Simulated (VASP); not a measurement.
An input for Ansatz (written as the equivalent of a VASP run, and not itself run):

Ansatz 0.2 input:
```yaml
crystal:
  lattice:
    - [6.3303281, 0.0000000, 0.0000000]
    - [0.0000000, 6.3303281, 0.0000000]
    - [0.0000000, 0.0000000, 6.3303281]
  atoms:
    - { symbol: Cd, position: [0.5000000, 0.0000000, 0.5000000] }
    - { symbol: Cd, position: [0.5000000, 0.0000000, 0.0000000] }
    - { symbol: Cd, position: [0.5000000, 0.5000000, 0.0000000] }
    - { symbol: Cd, position: [0.0000000, 0.5000000, 0.0000000] }
    - { symbol: Cd, position: [0.0000000, 0.5000000, 0.5000000] }
    - { symbol: Cd, position: [0.0000000, 0.0000000, 0.5000000] }
    - { symbol: As, position: [0.2500000, 0.7500000, 0.7500000] }
    - { symbol: As, position: [0.7500000, 0.7500000, 0.2500000] }
    - { symbol: As, position: [0.7500000, 0.2500000, 0.7500000] }
    - { symbol: As, position: [0.2500000, 0.2500000, 0.2500000] }
kpoints:
  mp_grid: { grid: [5, 5, 5] }
hamiltonian:
  xc: pbesol
  pseudopotentials: { kind: paw }
scf:
  occupations: { method: methfessel_paxton, width: 0.1 }
  max_iter: 100
relax:
  max_steps: 60
  f_tol: 0.02
  cell: {}
output: { forces: true, stress: true, eigenvalues: true }
```

Task: Translate this input to VASP (INCAR, KPOINTS, POSCAR, choice of POTCAR).

Result: One answer among several that fit: 
File KPOINTS:
```
Automatic mesh
0
Gamma
5 5 5
0 0 0
```

### POSCAR
```
Cd3As2
1
    6.3303280839     0.0000000000     0.0000000000
    0.0000000000     6.3303280839    -0.0000000000
    0.0000000000     0.0000000000     6.3303280839
Cd As
6 4
Direct
  0.5000000000   0.0000000000   0.5000000000
  0.5000000000   0.0000000000   0.0000000000
  0.5000000000   0.5000000000   0.0000000000
  0.0000000000   0.5000000000   0.0000000000
  0.0000000000   0.5000000000   0.5000000000
  0.0000000000   0.0000000000   0.5000000000
  0.2500000000   0.7500000000   0.7500000000
  0.7500000000   0.7500000000   0.2500000000
  0.7500000000   0.2500000000   0.7500000000
  0.2500000000   0.2500000000   0.2500000000
```

INCAR:
```
ALGO = Normal
EDIFF = 1E-6
EDIFFG = -0.02
ENCUT = 400
GGA = PS
IBRION = 2
ISIF = 3
ISMEAR = 1
LASPH = .TRUE.
LCHARG = .FALSE.
LMAXMIX = 4
LREAL = .FALSE.
LWAVE = .FALSE.
NELM = 100
NSW = 60
PREC = Accurate
SIGMA = 0.1
SYSTEM = Cd3As2
```

POTCAR, in this order: Cd As (PBE.64 set). Program: vasp_std.

The two are equivalent in intent, not identical: each code has its own PAW files, so the cut-off isn't converted (ENCUT is set for VASP's; basis.ecutwfc is left out, and Ansatz then takes the one that its files recommend); Ansatz stops its SCF on the density residual and VASP on the energy change (EDIFF).

The structure comes from a computed database's Cd3As2 entry (Pn-3m); how it stands against other phases isn't given here. It was relaxed first, which changed the volume by -7 %. The start is the result of an earlier pass.
